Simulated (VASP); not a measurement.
An input for Quantum ESPRESSO's pw.x (written as the equivalent of a VASP run, and not itself run):

```
&CONTROL
  calculation = 'scf'
  pseudo_dir = './pseudo'
  outdir = './out'
  tprnfor = .true.
  tstress = .true.
/
&SYSTEM
  ibrav = 0
  nat = 4
  ntyp = 1
  ecutwfc = 82
  occupations = 'smearing'
  smearing = 'gaussian'
  degauss = 0.01999
  input_dft = 'revpbe'
/
&ELECTRONS
  conv_thr = 7.3e-08
  electron_maxstep = 100
/
ATOMIC_SPECIES
  C 12.011 C.upf
CELL_PARAMETERS angstrom
     2.4672900    0.0000000    0.0000000
    -1.2336450    2.1367360    0.0000000
     0.0000000    0.0000000    7.8030700
ATOMIC_POSITIONS crystal
  C    0.0234620  0.0354020  0.2465300
  C   -0.0183670 -0.0200790  0.7504200
  C    0.3456940  0.6682800  0.2436560
  C    0.6492110  0.3163970  0.7593940
K_POINTS automatic
  17 17 5 0 0 0
```

### Question
Translate this input to VASP (INCAR, KPOINTS, POSCAR, choice of POTCAR).

### Answer
Several could match; the one computed here: 
### INCAR
```
SYSTEM  =  C
PREC  =  Accurate; ENCUT  =  400; LREAL  =  F
LASPH  =  T
EDIFF  =  1E-6; NELM  =  100; ALGO  =  Normal
ISMEAR  =  0; SIGMA  =  0.272
GGA  =  RE
ISIF  =  2
LWAVE  =  F; LCHARG  =  F
```

### KPOINTS
```
Regular mesh
0
G
  17 17 5
0 0 0
```

**POSCAR**
```
C
1
    2.4672900000     0.0000000000     0.0000000000
   -1.2336450000     2.1367360000     0.0000000000
    0.0000000000     0.0000000000     7.8030700000
C
4
Direct
  0.0234620000   0.0354020000   0.2465300000
 -0.0183670000  -0.0200790000   0.7504200000
  0.3456940000   0.6682800000   0.2436560000
  0.6492110000   0.3163970000   0.7593940000
```

POTCAR, in this order: C (PBE.64 set). Program: vasp_std.

What does not carry over: the potentials are each code's own (VASP's PAW set, PseudoDojo norm-conserving files in pw.x), so ENCUT and ecutwfc are chosen apart and not converted; conv_thr bounds pw.x's estimated SCF error, while EDIFF bounds the energy change between steps.

The structure comes from a computed database's C entry; how it stands against other phases isn't given here. The cell was not relaxed at this level, atoms are displaced from their ideal sites. The run is one of a series of settings (KPOINTS 17×17×5 Γ-centred mesh against the base run), some of them coarse on purpose.
